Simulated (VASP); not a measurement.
AsH3, in a box:

```
As H
1.0
    12.55720    0.00000    0.00000
     0.00000   13.05720    0.00000
     0.00000    0.00000   13.55720
As H
1 3
Direct
  0.52424 0.50721 0.45725
  0.52325 0.41149 0.52352
  0.54775 0.57516 0.54744
  0.40380 0.52132 0.47348
```

Base run:

| Quantity | Value |
| --- | --- |
| Program | VASP 6.6.1 |
| Functional | optB86b-vdW |
| Potentials or basis | VASP PAW PBE potentials, release 64 (As, H) |
| Cutoff | 400 eV |
| k mesh | 1 × 1 × 1 |
| Occupations | gaussian, width 0.01 eV |
| Spin | no spin polarisation |

Its results: gap between the frontier levels 5.81 eV; largest force 0.046 eV/Å.

Problem. After a change of settings the same cell gave: gap between the frontier levels 6.02 eV; largest force 0.106 eV/Å. Which change was it?
A. functional from optB86b-vdW to r2SCAN; dispersion from none to rVV10
B. functional from optB86b-vdW to rev-vdW-DF2
C. functional from optB86b-vdW to PBEsol

Solution. C.

Caveats: the PAW data sets were made with another functional, which shifts forces and pressure a little.

Runs at the PBE level aren't shown here.
